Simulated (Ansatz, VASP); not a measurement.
# Si100C (amorphous Si) in two plane-wave programs

One calculation is typed for both programs; each brings its own data sets. How far apart do they land? The structure shown is the start of the Ansatz relaxation below; VASP solves that cell, so the two are compared at the walk's first step.

Program: Ansatz 0.2.0. Level of theory: plane waves, with VASP 6.6.1 beside it; single point at PBE. Results are calculated unless marked as measured.

## Step 1: Starting point

The cell holds 101 atoms: 100 Si and 1 C. Its edges and angles: a = 12.624 Å, b = 12.624 Å, c = 12.624 Å, α = 90.0°, β = 90.0°, γ = 90.0°. It derives from Si (amorphous Si). As first built, before any earlier steps moved the atoms (in the runner's words): 101 atoms (101 Si) placed at random at 2.34 g/cm^3, melted at 2500 K for 10 ps at fixed volume with the modified Tersoff potential (Kumagai, Izumi, Hara and Sakai, Comput. Mater. Sci. 39, 457 (2007)). Quenched from 2500 K to 300 K at 20 K/ps and fixed volume, held 5 ps. Nearest the centre at fractional (0.450, 0.991, 0.078): C101 at 0.00 Å, Si98 at 2.39 Å, Si44 at 2.40 Å, Si28 at 2.42 Å, Si8 at 2.62 Å, Si55 at 2.69 Å, Si6 at 2.78 Å, Si95 at 3.40 Å.

## Step 2: Ansatz: relaxation, PBE

Ansatz runs on its PAW soft_1 files.

The two programs are compared at the cell with which this relaxation starts, whose forces are those of its first step.

Contents of input.yaml:

```yaml
crystal:
  lattice:
    - [12.6245, 0.0, 0.0]
    - [0.0, 12.6245, 0.0]
    - [0.0, 0.0, 12.6245]
  atoms:
    - { symbol: Si, position: [0.07713, 0.94546, 0.16477] }
    - { symbol: C, position: [0.44961, 0.99135, 0.0776] }
[... 1 atom line left out ...]
    - { symbol: Si, position: [0.12702, 0.92132, 0.72331] }
[... 1 atom line left out ...]
    - { symbol: Si, position: [0.83419, 0.57415, 0.46207] }
[... 1 atom line left out ...]
    - { symbol: Si, position: [0.78571, 0.47064, 0.31411] }
[... 1 atom line left out ...]
    - { symbol: Si, position: [0.84828, 0.84108, 0.33061] }
[... 3 atom lines left out ...]
    - { symbol: Si, position: [0.88269, 0.31163, 0.30528] }
[... 3 atom lines left out ...]
    - { symbol: Si, position: [0.66561, 0.78901, 0.60269] }
    - { symbol: Si, position: [0.1609, 0.7907, 0.21938] }
    - { symbol: Si, position: [0.18167, 0.02135, 0.42606] }
[... 2 atom lines left out ...]
    - { symbol: Si, position: [0.88744, 0.39211, 0.71557] }
[... 2 atom lines left out ...]
    - { symbol: Si, position: [0.60451, 0.42835, 0.31173] }
[... 1 atom line left out ...]
    - { symbol: Si, position: [0.04358, 0.79336, 0.54118] }
[... 1 atom line left out ...]
    - { symbol: Si, position: [0.67151, 0.60922, 0.55467] }
[... 5 atom lines left out ...]
    - { symbol: Si, position: [0.26261, 0.47379, 0.90837] }
    - { symbol: Si, position: [0.42742, 0.4054, 0.87097] }
[... 4 atom lines left out ...]
    - { symbol: Si, position: [0.4608, 0.51163, 0.72727] }
[... 1 atom line left out ...]
    - { symbol: Si, position: [0.84155, 0.9873, 0.7624] }
[... 2 atom lines left out ...]
    - { symbol: Si, position: [0.03695, 0.42861, 0.04843] }
[... 2 atom lines left out ...]
    - { symbol: Si, position: [0.37429, 0.67851, 0.73853] }
    - { symbol: Si, position: [0.39723, 0.72918, 0.30115] }
[... 3 atom lines left out ...]
    - { symbol: Si, position: [0.49473, 0.48828, 0.16625] }
    - { symbol: Si, position: [0.46674, 0.20355, 0.09188] }
[... 3 atom lines left out ...]
    - { symbol: Si, position: [0.76256, 0.07776, 0.49816] }
    - { symbol: Si, position: [0.58029, 0.94892, 0.34854] }
    - { symbol: Si, position: [0.18453, 0.09571, 0.17442] }
[... 2 atom lines left out ...]
    - { symbol: Si, position: [0.04685, 0.16698, 0.89582] }
[... 3 atom lines left out ...]
    - { symbol: Si, position: [0.0858, 0.63473, 0.28218] }
[... 1 atom line left out ...]
    - { symbol: Si, position: [0.28239, 0.63202, 0.57863] }
[... 1 atom line left out ...]
    - { symbol: Si, position: [0.81109, 0.45504, 0.01827] }
    - { symbol: Si, position: [0.51069, 0.61692, 0.02571] }
[... 3 atom lines left out ...]
    - { symbol: Si, position: [0.05243, 0.9777, 0.55922] }
[... 1 atom line left out ...]
    - { symbol: Si, position: [0.02233, 0.27799, 0.42918] }
[... 2 atom lines left out ...]
    - { symbol: Si, position: [0.11152, 0.25693, 0.74459] }
    - { symbol: Si, position: [0.54542, 0.94435, 0.8134] }
    - { symbol: Si, position: [0.21436, 0.37237, 0.0539] }
[... 1 atom line left out ...]
    - { symbol: Si, position: [0.14136, 0.43695, 0.77454] }
    - { symbol: Si, position: [0.42424, 0.23739, 0.7962] }
[... 3 atom lines left out ...]
    - { symbol: Si, position: [0.59299, 0.15834, 0.51654] }
    - { symbol: Si, position: [0.52562, 0.37235, 0.02432] }
[... 1 atom line left out ...]
    - { symbol: Si, position: [0.04207, 0.64626, 0.82934] }
[... 1 atom line left out ...]
    - { symbol: Si, position: [0.98201, 0.72379, 0.98499] }
    - { symbol: Si, position: [0.26756, 0.86535, 0.34705] }
    - { symbol: Si, position: [0.61868, 0.07602, 0.07911] }
[... 1 atom line left out ...]
    - { symbol: Si, position: [0.95583, 0.70607, 0.39963] }
kpoints:
  mp_grid: { grid: [1, 1, 1] }
hamiltonian:
  xc: pbe
  pseudopotentials: { kind: paw, azcp: { folder: soft_1 } }
scf:
  occupations: { method: fermi_dirac, width: 0.025 }
output:
  forces: true
  eigenvalues: true
relax:
  f_tol: 0.05
  max_steps: 90
```

The run is started by

```sh
ansatz run input.yaml --threads 4 --pin off --max-ram 8192MiB --backend cpu --events-out ev --progress --plain --runs-dir out
```

Numbers of over 12 decimals in the logs are rounded to 6 here.

What it wrote:

```text
Engine: ansatz 0.2.0, aarch64-unknown-linux-gnu
Pseudopotentials: kind: paw
Pseudopotential: Si, paw, valence charge 4, recommended cutoff 420 eV (normal), soft_1/Si.paw.azcp
Pseudopotential: C, paw, valence charge 4, recommended cutoff 420 eV (normal), soft_1/C.paw.azcp
Functional definition: PBE
  parameter kappa = 0.804
  parameter beta = 0.066725
  exchange = pbe_x(kappa = kappa, mu = beta*pi^2/3)
  correlation = pbe_c(beta = beta)
Crystal: 101 atoms, lattice volume = 2012.068 Å³
Basis set: ecut = 420 eV, 39223 PW (Γ), exchange–correlation on 180×180×180 points (8 copies of the dense FFT grid, shifted against one another)
Bands: 303, of which v1, the nominal top of the filled ones, is band 202 counted from 1 (201 counted from 0)
Symmetry: 1 space group operations
Space group: P1 (ITA 1), of the structure as read, at distance tolerance 1.3e-4 Å
k-points: 1
Non-local potential: Si, projectors of the file, l = 0: 2, l = 1: 2, l = 2: 1
Non-local potential: C, projectors of the file, l = 0: 2, l = 1: 2, l = 2: 1
PAW form: soft (Blöchl's): semilocal exchange-correlation on the pseudo side does not see the compensation charge
PAW one-centre angular grid: Si, 110 points (default); XC on 64 Gauss nodes
PAW one-centre angular grid: C, 110 points (default); XC on 64 Gauss nodes
Initial density: superposition of atomic densities (chi_scale 0.1, normalization cell, long waves kept (reshape's long-wave potential 0.18 eV rms))
Initial wavefunctions: pseudopotential atomic-orbital guess
Functional: x = pbe(κ = 0.804, μ = 0.219515), c = pbe(β = 0.066725)
SCF iter   1: F=—  HF=-63815.820507 eV  |F-HF|=—  |Δ(HF+E_count)|=         —  Δρ=4.30e-2  dr2=5.12e1  ethr=3.10e-3  ⟨swp⟩=6.0  Hψ=1433  notcnv=0  defer=70
preconditioner: auto → Resta (q_TF=auto, 2.088 Å⁻¹)  ε∞=5.6  [insulator: Δε(μ)=0.313 eV  Ē_g=7.758 eV  σ=0.025 eV  W_gap=1.00  n_scr=304 (ndim 8)  ℏωp=16.6 eV  f_vac=0.000  D(μ)=0.31/eV (n_scr^D=0)  ε∞_Penn≈5.6]
SCF iter   2: F=—  HF=-63808.475865 eV  |F-HF|=—  |Δ(HF+E_count)|=    7.34e0  Δρ=2.43e-2  dr2=1.34e1  ethr=3.10e-3  ⟨swp⟩=3.0  Hψ=366  notcnv=0  defer=86
SCF iter   3: F=—  HF=-63805.596495 eV  |F-HF|=—  |Δ(HF+E_count)|=    2.88e0  Δρ=3.49e-3  dr2=4.94e-1  ethr=3.10e-3  ⟨swp⟩=3.0  Hψ=435  notcnv=0  defer=86
SCF iter   4: F=—  HF=-63805.628331 eV  |F-HF|=—  |Δ(HF+E_count)|=   3.18e-2  Δρ=1.19e-3  dr2=8.20e-2  ethr=1.22e-4  ⟨swp⟩=2.0  Hψ=309  notcnv=0  defer=86
SCF iter   5: F=—  HF=-63805.643722 eV  |F-HF|=—  |Δ(HF+E_count)|=   1.54e-2  Δρ=5.00e-4  dr2=1.51e-2  ethr=2.03e-5  ⟨swp⟩=2.0  Hψ=321  notcnv=0  defer=86
SCF iter   6: F=—  HF=-63805.650944 eV  |F-HF|=—  |Δ(HF+E_count)|=   7.22e-3  Δρ=1.51e-4  dr2=1.26e-3  ethr=3.75e-6  ⟨swp⟩=2.0  Hψ=416  notcnv=0  defer=86
SCF iter   7: F=—  HF=-63805.652293 eV  |F-HF|=—  |Δ(HF+E_count)|=   1.35e-3  Δρ=4.10e-5  dr2=1.10e-4  ethr=3.11e-7  ⟨swp⟩=2.0  Hψ=415  notcnv=0  defer=86
SCF iter   8: F=—  HF=-63805.652470 eV  |F-HF|=—  |Δ(HF+E_count)|=   1.78e-4  Δρ=1.50e-5  dr2=1.39e-5  ethr=2.71e-8  ⟨swp⟩=2.0  Hψ=416  notcnv=0  defer=86
SCF iter   9: F=-63805.652495 eV  HF=-63805.652493 eV  |F-HF|=1.22e-6  |Δ(HF+E_count)|=   2.31e-5  Δρ=4.38e-6  dr2=1.18e-6  ethr=3.43e-9  ⟨swp⟩=17.0  Hψ=2110  notcnv=0
SCF 1 converged in 9 iterations: F = -63805.652495 eV  dr2 = 1.18e-6
  greatest PAW one-centre occupation: 0.713 electrons in one spin orbital (limit 2), on the C atom at site 1 (counted from 0), in its partial waves of l = 0
relax step   1: F+E_penalty+E_count = -63805.65249463 eV  Δ(F+E_penalty+E_count) = +0.000e0 eV  max|allowed force component| = 1.619e0 eV/Å  Δτ_max = 0.0000 Å  (9 SCF iters, dr2 threshold 6.25e-5 eV, accepted)
Initial density: handed on by an earlier stage of this run
Initial wavefunctions: those handed on with the density
iter 1 solved again at ethr=3.97e-4 eV; its pass at ethr=3.10e-3 eV (dr2=1.60e0 eV) is discarded
SCF iter   1: F=—  HF=-63806.844788 eV  |F-HF|=—  |Δ(HF+E_count)|=         —  Δρ=5.94e-3  dr2=1.86e0  ethr=3.97e-4  ⟨swp⟩=2.0  Hψ=1002  notcnv=0  defer=81
eigensolver tolerance schedule calibrated: the retry pair's looser diagonalisation under-reported the residual by θ = 0.14 (0.15/decade); ethr = c·dr2/N_el runs at the constant in force after the calibration composes with the one it found (an armed cap, an earlier calibration), c = 4.2e-2
preconditioner: auto → Kerker (q_TF=auto, 2.088 Å⁻¹)  [metal: Δε(μ)=0.035 eV  Ē_g=7.644 eV  σ=0.025 eV  W_gap=0.33  n_scr=304 (ndim 8)  ℏωp=16.6 eV  f_vac=0.003  D(μ)=35.59/eV (n_scr^D=178)]
SCF iter   2: F=—  HF=-63806.711157 eV  |F-HF|=—  |Δ(HF+E_count)|=   1.34e-1  Δρ=2.40e-3  dr2=2.84e-1  ethr=1.94e-4  ⟨swp⟩=3.0  Hψ=318  notcnv=0  defer=83
SCF iter   3: F=—  HF=-63806.683483 eV  |F-HF|=—  |Δ(HF+E_count)|=   2.77e-2  Δρ=5.94e-4  dr2=1.49e-2  ethr=2.96e-5  ⟨swp⟩=3.0  Hψ=431  notcnv=0  defer=86
[...]
--- Relaxed structure (26 steps of the walk, 26 accepted, 0 SCFs on fresh bases) ---
  F+E_penalty+E_count = -63808.75200767 eV   max|allowed force component| = 3.540e-2 eV/Å
  atoms:
    - { symbol: Si, position: [0.072550, 0.936462, 0.127827] }
    - { symbol: C, position: [0.459601, 0.995323, 0.120035] }
    - { symbol: Si, position: [0.680817, 0.332415, 0.939384] }
    - { symbol: Si, position: [0.128076, 0.929168, 0.710141] }
    - { symbol: Si, position: [0.280139, 0.823850, 0.925830] }
    - { symbol: Si, position: [0.835869, 0.573051, 0.462515] }
    - { symbol: Si, position: [0.357139, 0.147171, 0.951782] }
    - { symbol: Si, position: [0.785366, 0.471464, 0.313986] }
    - { symbol: Si, position: [0.375499, 0.980887, 0.878716] }
    - { symbol: Si, position: [0.848980, 0.841513, 0.335467] }
    - { symbol: Si, position: [0.657213, 0.649768, 0.908624] }
    - { symbol: Si, position: [0.812628, 0.802435, 0.735701] }
    - { symbol: Si, position: [0.376509, 0.578225, 0.425061] }
    - { symbol: Si, position: [0.876717, 0.310416, 0.309154] }
    - { symbol: Si, position: [0.321190, 0.415666, 0.207095] }
    - { symbol: Si, position: [0.465929, 0.381706, 0.592826] }
    - { symbol: Si, position: [0.962124, 0.707526, 0.672456] }
    - { symbol: Si, position: [0.671867, 0.787484, 0.606313] }
    - { symbol: Si, position: [0.164101, 0.800608, 0.217223] }
    - { symbol: Si, position: [0.175129, 0.028727, 0.423011] }
    - { symbol: Si, position: [0.894293, 0.989762, 0.097353] }
    - { symbol: Si, position: [0.641994, 0.551740, 0.741762] }
    - { symbol: Si, position: [0.877200, 0.383734, 0.711060] }
    - { symbol: Si, position: [0.823754, 0.739106, 0.917421] }
    - { symbol: Si, position: [0.944304, 0.531365, 0.607464] }
[...]
- { symbol: Si, position: [0.700099, 0.145505, 0.960912] }
    - { symbol: Si, position: [0.076543, 0.647188, 0.806833] }
    - { symbol: Si, position: [0.596953, 0.828392, 0.958528] }
    - { symbol: Si, position: [1.002991, 0.702200, 0.965081] }
    - { symbol: Si, position: [0.269340, 0.889166, 0.338583] }
    - { symbol: Si, position: [0.573389, 0.093448, 0.096343] }
    - { symbol: Si, position: [0.765704, 0.858782, 0.045479] }
    - { symbol: Si, position: [0.958221, 0.703910, 0.395672] }
```

## Step 3: VASP: single point, PBE, start cell, pair 1

The same cell, functional, mesh and smearing now go to VASP, with its own data sets.

Lines of VASP's logs that name or quote its potential files are left out, and so is its time.

Contents of INCAR:

```
SYSTEM = Si100C
PREC = Accurate
ENCUT = 520
EDIFF = 1E-06
NELM = 120
ISMEAR = -1
SIGMA = 0.025
LREAL = Auto
ALGO = Normal
GGA = PE
NBANDS = 272
LORBIT = 11
LWAVE = .FALSE.
LCHARG = .FALSE.
ISIF = 2
LASPH = .TRUE.
GGA_COMPAT = .FALSE.
EFERMI = MIDGAP
NCORE = 2
```

Contents of POSCAR:

```
Si100C
1.0
   12.6245000000      0.0000000000      0.0000000000
    0.0000000000     12.6245000000      0.0000000000
    0.0000000000      0.0000000000     12.6245000000
Si C
100 1
Direct
    0.0771278070      0.9454631867      0.1647669215
    0.6866172918      0.3454869500      0.9356093311
[... 1 atom line left out ...]
    0.2575864391      0.8300526754      0.9503109034
[... 1 atom line left out ...]
    0.3610123173      0.1468414591      0.9488771833
[... 1 atom line left out ...]
    0.3745970137      0.9661927205      0.8856192324
[... 1 atom line left out ...]
    0.6556220048      0.6377203058      0.9020080003
[... 3 atom lines left out ...]
    0.3207493366      0.4141787794      0.2021624619
[... 3 atom lines left out ...]
    0.1609014218      0.7907006218      0.2193829459
    0.1816705612      0.0213473801      0.4260604380
    0.9014772862      0.9879282348      0.0770327538
[... 2 atom lines left out ...]
    0.8030733890      0.7514119371      0.9204087291
[... 2 atom lines left out ...]
    0.3386827201      0.6414194622      0.9489880787
[... 1 atom line left out ...]
    0.4860628144      0.8032793378      0.0830765575
[... 1 atom line left out ...]
    0.6371737495      0.1050021783      0.2605489326
[... 5 atom lines left out ...]
    0.4274228682      0.4054021941      0.8709731078
    0.1921977108      0.1895203770      0.0125707949
[... 4 atom lines left out ...]
    0.3874133629      0.2464176799      0.2629727910
[... 1 atom line left out ...]
    0.3450829736      0.0161273714      0.2346786011
[... 2 atom lines left out ...]
    0.3080914096      0.7295576062      0.1166065983
[... 2 atom lines left out ...]
    0.3972276130      0.7291773932      0.3011525209
    0.7428967484      0.7561725217      0.1986296487
[... 3 atom lines left out ...]
    0.4667432374      0.2035486554      0.0918769060
    0.2859598400      0.0122222662      0.7234029070
[... 3 atom lines left out ...]
    0.5802922888      0.9489167888      0.3485365757
    0.1845300804      0.0957107212      0.1744227494
    0.4637411383      0.0272089984      0.4707830013
[... 2 atom lines left out ...]
    0.6752505050      0.0814210464      0.7806408175
[... 3 atom lines left out ...]
    0.8029070458      0.1417561092      0.3278466474
[... 1 atom line left out ...]
    0.5643629451      0.7921581053      0.2503307062
[... 1 atom line left out ...]
    0.5106895323      0.6169194820      0.0257119094
    0.1996277080      0.7513327260      0.7882213157
[... 3 atom lines left out ...]
    0.4960275654      0.8205711117      0.6817062062
[... 1 atom line left out ...]
    0.5564893659      0.2491900669      0.3470394867
[... 2 atom lines left out ...]
    0.5454235811      0.9443463107      0.8134025110
    0.2143609648      0.3723711830      0.0539031249
    0.3292090776      0.1422392966      0.4091013505
[... 1 atom line left out ...]
    0.4242385837      0.2373876193      0.7961978692
    0.0662600499      0.8882331974      0.9915085746
[... 3 atom lines left out ...]
    0.5256208167      0.3723474197      0.0243177948
    0.7176997109      0.1613925304      0.9455186344
[... 1 atom line left out ...]
    0.6032476534      0.8213790645      0.9366390748
[... 1 atom line left out ...]
    0.2675591113      0.8653491227      0.3470474078
    0.6186779674      0.0760188522      0.0791080835
    0.7449562359      0.8788387659      0.0534595430
[... 1 atom line left out ...]
    0.4496098855      0.9913501525      0.0776030734
```

Contents of KPOINTS:

```
Automatic mesh
0
Gamma
1 1 1
0 0 0
```

Potentials, in the order of the species: Si and C (PBE family, release 64).

The run is started by

```sh
mpirun -np 8 vasp_gam
```

What it wrote:

```text
[banner, memory and clock lines left out]
running    8 mpi-ranks, on    1 nodes
[...]
LDA part: xc-table for (Slater+PW92), standard interpolation
 POSCAR, INCAR and KPOINTS ok, starting setup
[...]
entering main loop
       N       E                     dE             d eps       ncg     rms          rms(c)
DAV:   1     0.195079544438E+04    0.19508E+04   -0.17694E+05   544   0.132E+03
DAV:   2    -0.282664150338E+03   -0.22335E+04   -0.20991E+04   680   0.215E+02
DAV:   3    -0.525862550014E+03   -0.24320E+03   -0.23638E+03   680   0.618E+01
DAV:   4    -0.534196469020E+03   -0.83339E+01   -0.82230E+01   672   0.132E+01
[...]
DAV:  17    -0.525235768847E+03   -0.12325E-04   -0.17422E-05   592   0.605E-03    0.412E-03
DAV:  18    -0.525235772062E+03   -0.32153E-05   -0.24128E-06   552   0.229E-03    0.227E-03
DAV:  19    -0.525235772826E+03   -0.76374E-06   -0.12779E-06   408   0.177E-03
   1 F= -.52523577E+03 E0= -.52521366E+03  d E =-.442291E-01
```

OUTCAR, selected parts (step 3):

```text
  FREE ENERGIE OF THE ION-ELECTRON SYSTEM (eV)
  ---------------------------------------------------
  free  energy   TOTEN  =      -525.2357728262 eV

  energy  without entropy=     -525.1915437701  energy(sigma->0) =     -525.21365830
```

The run ends at a pressure of -0.42 GPa, with forces up to 1.8 eV/Å.

## Step 4: Differences

Known differences besides the potentials themselves: the cutoff is 420 eV in Ansatz and 520 eV in VASP (PREC = Accurate, projectors in real space). Total energies have different zeros and are not compared.

Forces on 9 of the 101 atoms, those with the largest forces and the largest differences (eV/Å; atoms numbered as in POSCAR):

| atom | Ansatz x, y, z | VASP x, y, z |
| --- | --- | --- |
| Si1 | -0.026, 0.005, -0.052 | -0.030, 0.003, -0.059 |
| Si6 | 0.205, -0.452, 0.129 | 0.207, -0.453, 0.129 |
| Si8 | 0.191, 0.339, 0.617 | 0.190, 0.342, 0.614 |
| Si28 | -0.318, 1.603, 0.068 | -0.312, 1.598, 0.070 |
| Si44 | 1.122, -0.195, -1.381 | 1.117, -0.192, -1.378 |
| Si55 | -0.098, -0.604, -0.166 | -0.102, -0.601, -0.169 |
| Si88 | 0.051, -0.036, 0.001 | 0.043, -0.035, 0.007 |
| Si98 | -1.619, -0.800, 0.096 | -1.615, -0.796, 0.097 |
| C101 | 0.681, 0.100, 0.872 | 0.684, 0.101, 0.870 |

The forces differ by 2.4 meV/Å r.m.s., which is 1.2 % of the r.m.s. force of 0.198 eV/Å (both taken over all components).

[end of part 1 of 2]

[Lines on the potential files, build, host, timing and source positions are cut from VASP's logs without a mark.]

[Logs are printed without paths, hosts, clocks, repeated set-up lines and the standing remarks that a program may print on its own settings, such as how far it seeks lower states.]

[Hosts, paths, dates, database ids (printed as entryN), source tags and the programs' standing remarks are cut or masked in the printed files.]
